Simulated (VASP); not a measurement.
# BP with r2SCAN: from relaxation to properties

What structure does BP take at this level, and what are its properties? The steps: full relaxation (r2SCAN), density, ELF and potential (r2SCAN), bands along the symmetry lines (r2SCAN), total and projected DOS (r2SCAN), zone-centre phonons (r2SCAN), volume scan with r2SCAN and fit for r2SCAN. The start is a cell from a database of measured crystal structures.

Method: r2SCAN; plane waves and PAW (B, P), in VASP 6.6.1.

Report form: the programs' logs are mostly left out.

### Step 1. The structure

Before any relaxation, the start is as follows. It takes space group F-43m (No. 216, cubic). The conventional cell has a = 4.538 Å, b = 4.538 Å, c = 4.538 Å, α = 90.00°, β = 90.00°, γ = 90.00°. Nearest to B lie 4 P at 1.97 Å. Nearest to P lie 4 B at 1.97 Å. Farther neighbours are not listed.

Structure file:

```xyz
2
Lattice="0.0000 2.2690 2.2690 2.2690 0.0000 2.2690 2.2690 2.2690 0.0000" Properties=species:S:1:pos:R:3 pbc="T T T"
B     0.0000    0.0000    0.0000
P     1.1345    1.1345    1.1345
```

### Step 2. Full relaxation (r2SCAN)

The start need not lie at this functional's minimum. ISIF = 3 frees volume, shape and positions, and EDIFFG sets the threshold on forces and stress at which the search stops. r2SCAN adds the kinetic-energy density, costs more than a GGA and is run with LASPH.

File INCAR:

```
SYSTEM = BP
PREC = Accurate
ENCUT = 420
EDIFF = 1E-06
NELM = 100
ISMEAR = 0
SIGMA = 0.05
LREAL = .FALSE.
ALGO = Normal
METAGGA = R2SCAN
LASPH = .TRUE.
NBANDS = 10
LORBIT = 11
LWAVE = .FALSE.
LCHARG = .FALSE.
KPAR = 2
IBRION = 2
NSW = 60
ISIF = 3
EDIFFG = -0.01
```

File POSCAR:

```
BP
1.0
    0.0000000000      2.2690000000      2.2690000000
    2.2690000000      0.0000000000      2.2690000000
    2.2690000000      2.2690000000      0.0000000000
B P
1 1
Direct
    0.0000000000      0.0000000000      0.0000000000
    0.2500000000      0.2500000000      0.2500000000
```

File KPOINTS:

```
Automatic mesh
0
Gamma
7 7 7
0 0 0
```

Potentials, in the order of the species: B and P (PBE family, release 64).

Run with:

```
> mpirun -np 2 vasp_std
```

Wall time 12 s (2 MPI ranks of Intel Xeon Platinum 8375C at 2.90GHz (Ice Lake), shared host); peak memory 0.24 GiB.

The gap is read on the k-mesh alone, so it is an upper bound where the band edges lie off the mesh. The PAW data sets were made with PBE, which is usual practice but a small mismatch for other functionals. The run keeps the 24 symmetry operations of its start, so it cannot find a distortion of lower symmetry.

Step by step:

| step | energy less that of the first step (eV) | largest force (eV/Å) | pressure (GPa) | volume (Å³) |
| --- | --- | --- | --- | --- |
| 1 | 0.0000 | 0.0000 | -0.56 | 23.36 |
| 2 | -0.0001 | 0.0000 | 0.41 | 23.23 |
| 3 | -0.0001 | 0.0000 | 0.02 | 23.28 |

| conventional cell, symmetrised | before | after | change |
| --- | --- | --- | --- |
| a (Å) | 4.538 | 4.533 | -0.1 % |
| b (Å) | 4.538 | 4.533 | -0.1 % |
| c (Å) | 4.538 | 4.533 | -0.1 % |
| volume (Å³/atom) | 11.68 | 11.64 | -0.3 % |

The relaxed structure:

```cif
data_structure
_symmetry_space_group_name_H-M 'P 1'
_symmetry_Int_Tables_number 1
_cell_length_a 3.2052
_cell_length_b 3.2052
_cell_length_c 3.2052
_cell_angle_alpha 60.000
_cell_angle_beta 60.000
_cell_angle_gamma 60.000
_cell_volume 23.28
loop_
_atom_site_label
_atom_site_type_symbol
_atom_site_fract_x
_atom_site_fract_y
_atom_site_fract_z
_atom_site_occupancy
B1 B 0.00000 0.00000 0.00000 1
P2 P 0.25000 0.25000 0.25000 1
```

This step gave:

```yaml
electrons: 8
bands: 10
irreducible_k_points: 20
symmetry_operations: 24
free_energy_toten: -17.30 eV
fermi_energy: 7.709 eV
pressure: 0.01744 GPa
metallic: no
valence_top_at_k: 0, 0, 0
conduction_bottom_at_k: 0.4286, 0.4286, 0
least_direct_gap_at_k: 0, 0, 0
scf_cycles_over_all_ionic_steps: 19
gap_on_the_k_mesh: 1.441 eV
least_direct_gap_on_the_k_mesh: 3.644 eV
```

It ends with forces that vanish by symmetry and a pressure of 0.02 GPa. The volume lies -0.3 % from that of the database's start, which holds the thermal and zero-point expansion of its experiment.

### Step 3. Density, ELF and potential (r2SCAN)

A single point on the relaxed cell gives a clean self-consistent state, with density, ELF and potential written out.

Edit INCAR of step 2 so:

```diff
@@ -14,7 +14,5 @@
 LWAVE = .FALSE.
-LCHARG = .FALSE.
-KPAR = 2
-IBRION = 2
-NSW = 60
-ISIF = 3
-EDIFFG = -0.01
+LCHARG = .TRUE.
+ISIF = 2
+LELF = .TRUE.
+LVHAR = .TRUE.
```

File POSCAR:

```
BP
1.0
    0.0000000000      2.2664321597      2.2664321597
    2.2664321597      0.0000000000      2.2664321597
    2.2664321597      2.2664321597      0.0000000000
B P
1 1
Direct
    0.0000000000      0.0000000000      0.0000000000
    0.2500000000      0.2500000000      0.2500000000
```

KPOINTS is that of step 2.

Run with:

```
> mpirun -np 2 vasp_std
```

It took 5.6 s on 2 MPI ranks; peak memory 0.22 GiB.

Numbers from this step:

* SCF cycles: 11
* pressure: 0.01597 GPa

Valence electrons inside each PAW sphere by angular momentum. Sphere charges, by row:

| atom | s (e) | p (e) | d (e) | tot (e) |
| --- | --- | --- | --- | --- |
| B1 | 0.679 | 1.274 | 0 | 1.953 |
| P2 | 0.985 | 1.59 | 0 | 2.576 |

Valence density in the ac plane of a cell with a along [110], b along [-110] and c along [001] of the cube at fractional y = 0.000, with atoms of B and P within 0.2 Å of it. It is the smooth field of the valence electrons, not physical close to the nuclei.

Ten even steps from '_' (-1.04 × 1e-1 e/Å³) to '@' (9.44 × 1e-1 e/Å³), each cell a mean:
```
**%%%%##****##%%##**%%%%##****##%%##
**%%@@@@**##@@%%##**%%@@@@**##@@%%##
==++%%**__--%%**====++%%**__--%%**==
::--++++::--**==::::--++++::--**==::
..::--++****==--....::--++****==--..
....::--====--::......::--====--::..
......::::::::..........::::::::....
....................................
--::..........::::--::..........::::
++--::......::--==++--::......::--==
**++--::..::::==****++--::..::::==**
++**++==----==****++**++==----==****
```
Columns run along a (6.4 Å), rows up along c (4.5 Å), edges of the conventional cell, whose origin can differ from the input's. Atoms in or near the plane, at fractional coordinates: B at (0.50, 0.00), B at (0.00, 0.00), P at (0.75, 0.75), P at (0.25, 0.75).

Electrostatic potential energy in the ac plane of a cell with a along [110], b along [-110] and c along [001] of the cube at fractional y = 0.000, with atoms of B and P within 0.2 Å of it. With pseudopotentials it is smooth inside the atoms' cores, unlike the true potential.

Values in eV, 7 rows by 16 columns, each cell a mean:
```
-19 -18 -10 -27 -33 -16 -12 -22 -19 -18 -10 -27 -33 -16 -12 -22
 -2  -5 -35 -77 -80 -58 -12  -2  -2  -5 -35 -77 -80 -58 -12  -2
  1  -2 -16 -45 -51 -28  -5   1   1  -2 -16 -45 -51 -28  -5   1
  2   2   0  -1  -2   0   1   2   2   2   0  -1  -2   0   1   2
  1   2   2   3   3   3   2   2   1   2   2   3   3   3   2   2
 -6  -2   1   3   3   2   0  -4  -6  -2   1   3   3   2   0  -4
-15 -22  -3   0   0  -1 -13 -22 -15 -22  -3   0   0  -1 -13 -22
```
Columns run along a (6.4 Å; values clipped at the 3rd and 97th percentile), rows up along c (4.5 Å), edges of the conventional cell, whose origin can differ from the input's. Atoms in or near the plane, at fractional coordinates: B at (0.50, 0.00), B at (0.00, 0.00), P at (0.75, 0.75), P at (0.25, 0.75).

ELF in the ac plane of a cell with a along [110], b along [-110] and c along [001] of the cube at fractional y = 0.000, with atoms of B and P within 0.2 Å of it. It is the smooth field of the valence electrons, not physical close to the nuclei.

Values, 7 rows by 16 columns, each cell a mean:
```
0.38 0.79 0.91 0.78 0.69 0.89 0.88 0.54 0.38 0.79 0.91 0.78 0.69 0.89 0.88 0.54
0.54 0.77 0.78 0.43 0.28 0.68 0.82 0.64 0.54 0.77 0.78 0.43 0.28 0.68 0.82 0.64
0.13 0.32 0.51 0.56 0.57 0.54 0.42 0.19 0.13 0.32 0.51 0.56 0.57 0.54 0.42 0.19
0.03 0.07 0.22 0.41 0.45 0.31 0.12 0.04 0.03 0.07 0.22 0.41 0.45 0.31 0.12 0.04
0.17 0.10 0.05 0.04 0.05 0.04 0.07 0.15 0.17 0.10 0.05 0.04 0.05 0.04 0.07 0.15
0.54 0.40 0.18 0.05 0.03 0.11 0.31 0.50 0.54 0.40 0.18 0.05 0.03 0.11 0.31 0.50
0.19 0.42 0.53 0.39 0.34 0.48 0.50 0.26 0.19 0.42 0.53 0.39 0.34 0.48 0.50 0.26
```
Columns run along a (6.4 Å), rows up along c (4.5 Å), edges of the conventional cell, whose origin can differ from the input's. Atoms in or near the plane, at fractional coordinates: B at (0.50, 0.00), B at (0.00, 0.00), P at (0.75, 0.75), P at (0.25, 0.75).

In this run the pressure is 0.02 GPa, small enough to go on.

### Step 4. Bands along the symmetry lines (r2SCAN)

Levels along the symmetry lines show where the bands peak and cross; KPOINTS_OPT computes them in the converged potential.

File INCAR:

```
SYSTEM = BP
PREC = Accurate
ENCUT = 420
EDIFF = 1E-06
NELM = 100
ISMEAR = 0
SIGMA = 0.05
LREAL = .FALSE.
ALGO = Normal
METAGGA = R2SCAN
LASPH = .TRUE.
NBANDS = 16
LORBIT = 11
LWAVE = .FALSE.
LCHARG = .FALSE.
KPAR = 2
```

POSCAR is that of step 3.

KPOINTS is that of step 3.

File KPOINTS_OPT:

```
Line mode
16
Line-mode
Reciprocal
  0.00000000   0.00000000   0.00000000 GAMMA
  0.50000000   0.00000000   0.50000000 X

  0.50000000   0.00000000   0.50000000 X
  0.50000000   0.25000000   0.75000000 W

  0.50000000   0.25000000   0.75000000 W
  0.37500000   0.37500000   0.75000000 K

  0.37500000   0.37500000   0.75000000 K
  0.00000000   0.00000000   0.00000000 GAMMA

  0.00000000   0.00000000   0.00000000 GAMMA
  0.50000000   0.50000000   0.50000000 L

  0.50000000   0.50000000   0.50000000 L
  0.62500000   0.25000000   0.62500000 U

  0.62500000   0.25000000   0.62500000 U
  0.50000000   0.25000000   0.75000000 W

  0.50000000   0.25000000   0.75000000 W
  0.50000000   0.50000000   0.50000000 L

  0.50000000   0.50000000   0.50000000 L
  0.37500000   0.37500000   0.75000000 K

  0.62500000   0.25000000   0.62500000 U
  0.50000000   0.00000000   0.50000000 X
```

Run with:

```
> mpirun -np 2 vasp_std
```

Elapsed: 23 s, on 2 MPI ranks; peak memory 0.26 GiB.

Numbers from this step:

| Quantity | Value |
| --- | --- |
| bands | 16 |
| Fermi energy | 7.788 eV |
| pressure | 0.01293 GPa |
| least gap on mesh and path | 1.441 eV |
| least direct gap on mesh and path | 3.644 eV |
| conduction bottom at k | 0.4, 0, 0.4 |

The electronic bands at the labelled points (eV, zero at the valence-band top; v1 is the highest filled band, c1 the lowest empty one):

| point | v3 | v2 | v1 | c1 | c2 | c3 | c4 |
| --- | --- | --- | --- | --- | --- | --- | --- |
| Γ | 0.00 | 0.00 | 0.00 | 3.64 | 3.64 | 3.64 | 8.07 |
| 0.47 of the way | -3.52 | -2.70 | -2.70 | 2.15 | 5.74 | 7.87 | 7.87 |
| X | -9.15 | -4.36 | -4.36 | 1.53 | 1.90 | 13.10 | 13.10 |
| 0.47 of the way | -8.95 | -5.11 | -5.05 | 2.98 | 3.48 | 11.24 | 12.06 |
| W | -8.63 | -5.94 | -5.75 | 5.78 | 7.20 | 7.83 | 7.97 |
| 0.47 of the way | -8.65 | -6.33 | -4.75 | 4.02 | 6.58 | 9.03 | 9.76 |
| K | -8.71 | -6.52 | -3.71 | 2.40 | 6.46 | 10.45 | 11.44 |
| 0.47 of the way | -5.55 | -4.39 | -1.32 | 4.85 | 5.69 | 6.84 | 9.01 |
| Γ | 0.00 | 0.00 | 0.00 | 3.64 | 3.64 | 3.64 | 8.07 |
| 0.53 of the way | -5.52 | -1.27 | -1.27 | 4.36 | 5.14 | 5.14 | 10.58 |
| L | -9.53 | -1.87 | -1.87 | 4.16 | 5.03 | 5.03 | 10.93 |
| 0.53 of the way | -9.01 | -4.66 | -2.79 | 3.49 | 7.25 | 7.54 | 10.21 |
| U | -8.71 | -6.52 | -3.71 | 2.40 | 6.46 | 10.45 | 11.44 |
| 0.47 of the way | -8.66 | -6.37 | -4.56 | 3.69 | 6.55 | 9.25 | 10.09 |
| W | -8.63 | -5.94 | -5.75 | 5.78 | 7.20 | 7.83 | 7.97 |
| 0.47 of the way | -8.86 | -5.01 | -3.46 | 4.61 | 5.67 | 9.31 | 10.35 |
| L | -9.53 | -1.87 | -1.87 | 4.16 | 5.03 | 5.03 | 10.93 |
| 0.53 of the way | -9.01 | -4.66 | -2.79 | 3.49 | 7.25 | 7.54 | 10.21 |
| K | -8.71 | -6.52 | -3.71 | 2.40 | 6.46 | 10.45 | 11.44 |
| jump to U | -8.71 | -6.52 | -3.71 | 2.40 | 6.46 | 10.45 | 11.44 |
| 0.47 of the way | -9.01 | -5.42 | -4.17 | 1.89 | 3.47 | 12.15 | 12.53 |
| X | -9.15 | -4.36 | -4.36 | 1.53 | 1.90 | 13.10 | 13.10 |

Of the projections kept (B, P), the largest for each band there; the rest of the weight can lie on other orbitals:

| point | v3 | v2 | v1 | c1 | c2 | c3 | c4 |
| --- | --- | --- | --- | --- | --- | --- | --- |
| Γ | B 0.54 | B 0.54 | B 0.54 | P 0.65 | P 0.65 | P 0.65 | B 0.56 |
| X | B 0.61 | P 0.55 | P 0.55 | B 0.74 | P 0.60 | B 0.64 | B 0.64 |
| W | B 0.66 | P 0.63 | B 0.51 | B 1.00 | P 1.00 | B 0.67 | P 0.58 |
| K | B 0.62 | P 0.57 | P 0.54 | B 0.59 | B 0.57 | B 0.57 | B 0.54 |
| Γ | B 0.54 | B 0.54 | B 0.54 | P 0.65 | P 0.65 | P 0.65 | B 0.56 |
| L | B 0.51 | P 0.52 | P 0.52 | B 0.54 | P 0.55 | P 0.55 | B 0.84 |

The path finds the gap of the mesh within 0.02 eV, so the mesh comes close to both band edges.

### Step 5. Total and projected DOS (r2SCAN)

Here the states are counted by energy and projected on the atoms. The mesh is finer than in the run before.

Edit INCAR of step 4 so:

```diff
@@ -5,3 +5,3 @@
 NELM = 100
-ISMEAR = 0
+ISMEAR = -5
 SIGMA = 0.05
@@ -16 +16,2 @@
 KPAR = 2
+NEDOS = 2001
```

POSCAR is that of step 4.

File KPOINTS:

```
Automatic mesh
0
Gamma
11 11 11
0 0 0
```

Run with:

```
> mpirun -np 2 vasp_std
```

Wall time 15 s (2 MPI ranks); peak memory 0.25 GiB; 30 s of CPU time.

Numbers from this step:

- irreducible k-points: 56
- free energy (TOTEN): -17.31 eV
- Fermi energy: 7.449 eV
- pressure: -0.03177 GPa
- conduction bottom at k: 0.4545, 0.4545, 0
- gap on the k-mesh: 1.473 eV
- least direct gap on the k-mesh: 3.645 eV

The density of states has structure finer than the step of the table below, so its rows give means over 1 eV, whole bins alone (the curve runs from -12.0 to 9.47 eV). Peaks (eV: height): total -8.6: 1.83, 4.3: 2.01, 5.4: 1.76, 5.9: 1.55; P p -8.6: 0.361, -4.3: 0.328, 5.4: 0.293, 5.9: 0.255; B p -4.3: 0.266, 4.3: 0.284, 5.4: 0.196, 9.1: 0.186; B s -8.6: 0.485, 4.3: 0.138, 5.4: 0.112, 8.5: 0.0974; P s -11.3: 0.301, -8.6: 0.0844, 4.3: 0.164, 5.4: 0.0736.

States under -12.0 eV and over 9.5 eV are left out. The density of states by energy, zero at the valence-band top; means over each step; values in states/eV/cell:

| energy (eV) | total | P p | B p | B s | P s |
| --- | --- | --- | --- | --- | --- |
| -11 | 0.260 | 0.00333 | 0.0249 | 0.0124 | 0.123 |
| -10 | 0 | 0 | 0 | 0 | 0 |
| -9 | 0.508 | 0.102 | 0.0334 | 0.116 | 0.0231 |
| -8 | 0.658 | 0.129 | 0.0511 | 0.140 | 0.0500 |
| -7 | 0.310 | 0.0623 | 0.0342 | 0.0487 | 0.0320 |
| -6 | 0.682 | 0.166 | 0.117 | 0.0402 | 0.0280 |
| -5 | 0.787 | 0.203 | 0.156 | 0.0353 | 0.0240 |
| -4 | 1.05 | 0.292 | 0.240 | 0.0263 | 0.0184 |
| -3 | 0.952 | 0.278 | 0.239 | 0.0164 | 0.0119 |
| -2 | 0.733 | 0.221 | 0.201 | 0.00770 | 0.00576 |
| -1 | 0.290 | 0.0859 | 0.0851 | 0.00304 | 0.00235 |
| 0 | 0.0330 | 0.00946 | 0.0102 | 3.0e-4 | 2.3e-4 |
| 1 | 3.2e-4 | 1.5e-5 | 1.5e-5 | 3.8e-5 | 1.3e-5 |
| 2 | 0.202 | 0.0134 | 0.0159 | 0.0179 | 0.00970 |
| 3 | 0.548 | 0.0428 | 0.0617 | 0.0315 | 0.0295 |
| 4 | 1.22 | 0.103 | 0.175 | 0.0605 | 0.0775 |
| 5 | 0.857 | 0.115 | 0.125 | 0.0356 | 0.0388 |
| 6 | 1.19 | 0.196 | 0.147 | 0.0577 | 0.0397 |
| 7 | 0.794 | 0.134 | 0.119 | 0.0377 | 0.0256 |
| 8 | 0.790 | 0.115 | 0.128 | 0.0515 | 0.0383 |

The gap on this mesh is 1.47 eV. In the top eV of the valence band the largest shares in the PAW spheres are B p 30 % and P p 29 %. The rest lies in smaller channels or between the spheres.

### Step 6. Zone-centre phonons (r2SCAN)

Zone-centre modes test whether the atoms sit at a minimum within this cell. IBRION = 6 takes the force constants from differences of forces between displaced cells, so the forces must be tight.

File INCAR:

```
SYSTEM = BP
PREC = Accurate
ENCUT = 420
EDIFF = 1E-08
NELM = 100
ISMEAR = 0
SIGMA = 0.05
LREAL = .FALSE.
ALGO = Normal
METAGGA = R2SCAN
LASPH = .TRUE.
NBANDS = 10
LORBIT = 11
LWAVE = .FALSE.
LCHARG = .FALSE.
KPAR = 2
IBRION = 6
NFREE = 2
POTIM = 0.015
ISIF = 2
NSW = 1
```

POSCAR is that of step 5.

File KPOINTS:

```
Automatic mesh
0
Gamma
7 7 7
0 0 0
```

Run with:

```
> mpirun -np 2 vasp_std
```

Elapsed: 40 s, on 2 MPI ranks; peak memory 0.27 GiB.

The last energy, forces, stress and levels in OUTCAR belong to the last displaced cell, not to the cell of POSCAR.

This step gave:

```yaml
bands: 10
irreducible_k_points: 20
pressure_of_the_cell: 0.008453 GPa
largest_force_of_the_cell: 0 eV/Å
```

Transverse limit, no LO-TO splitting. Modes at Γ, with each element's share of the kinetic energy:

| mode | frequency (cm⁻¹) | symmetry | B % | P % |
| --- | --- | --- | --- | --- |
| 1 | 0.0 | acoustic | 26 | 74 |
| 2 | 0.0 | acoustic | 26 | 74 |
| 3 | 0.0 | acoustic | 26 | 74 |
| 4 | 820.5 | T2 | 74 | 26 |
| 5 | 820.5 | T2 | 74 | 26 |
| 6 | 820.5 | T2 | 74 | 26 |

Displacements in mode 5 (820.5 cm⁻¹), the largest set to 1:
```
B1   0.00  1.00  0.00
P2   0.00 -0.35  0.00
```

The three acoustic modes come out at zero, and all others are real. By the characters of their eigenvectors the optical modes sort into (cm⁻¹) Raman active: T2 820; infrared active: T2 820.

### Step 7. Volume scan with r2SCAN

An equation of state needs energies on both sides of the minimum, all on one mesh and cutoff.

Edit INCAR of step 6 so:

```diff
@@ -3,3 +3,3 @@
 ENCUT = 420
-EDIFF = 1E-08
+EDIFF = 1E-06
 NELM = 100
@@ -16,6 +16,2 @@
 KPAR = 2
-IBRION = 6
-NFREE = 2
-POTIM = 0.015
 ISIF = 2
-NSW = 1
```

File POSCAR:

```
BP
1.0
    0.0000000000      2.2201654600      2.2201654600
    2.2201654600      0.0000000000      2.2201654600
    2.2201654600      2.2201654600      0.0000000000
B P
1 1
Direct
    0.0000000000      0.0000000000      0.0000000000
    0.2500000000      0.2500000000      0.2500000000
```

KPOINTS is that of step 6.

Run with:

```
> mpirun -np 2 vasp_std
```

Elapsed: 5.6 s, on 2 MPI ranks; peak memory 0.24 GiB.

The scan keeps the cell's shape and the fractional positions fixed.

A gap read on the k-mesh alone can miss the band edges.

This step gave:

```
free energy (TOTEN)            : -17.26 eV
Fermi energy                   : 8.489 eV
pressure                       : 11.83 GPa
conduction bottom at k         : 0.4286, 0.4286, 0
gap on the k-mesh              : 1.345 eV
least direct gap on the k-mesh : 3.747 eV
```

The pressure here is 11.83 GPa.

### Step 8. Volume scan with r2SCAN (run 2)

INCAR is that of step 7.

File POSCAR:

```
BP
1.0
    0.0000000000      2.2358009432      2.2358009432
    2.2358009432      0.0000000000      2.2358009432
    2.2358009432      2.2358009432      0.0000000000
B P
1 1
Direct
    0.0000000000      0.0000000000      0.0000000000
    0.2500000000      0.2500000000      0.2500000000
```

KPOINTS is that of step 7.

Run with:

```
> mpirun -np 2 vasp_std
```

Run time: 5.6 s. Hardware: 2 MPI ranks; peak memory 0.24 GiB.

(Continued in part 2 of 2.)

[Lines on the potential files, build, host, timing and source positions are cut from VASP's logs without a mark.]

[Logs are printed without paths, hosts, clocks, repeated set-up lines and the standing remarks that a program may print on its own settings, such as how far it seeks lower states.]

[Hosts, paths, dates, database ids (printed as entryN), source tags and the programs' standing remarks are cut or masked in the printed files.]

[A measured line is paired with the nearest computed mode of its activity, which favours agreement.]
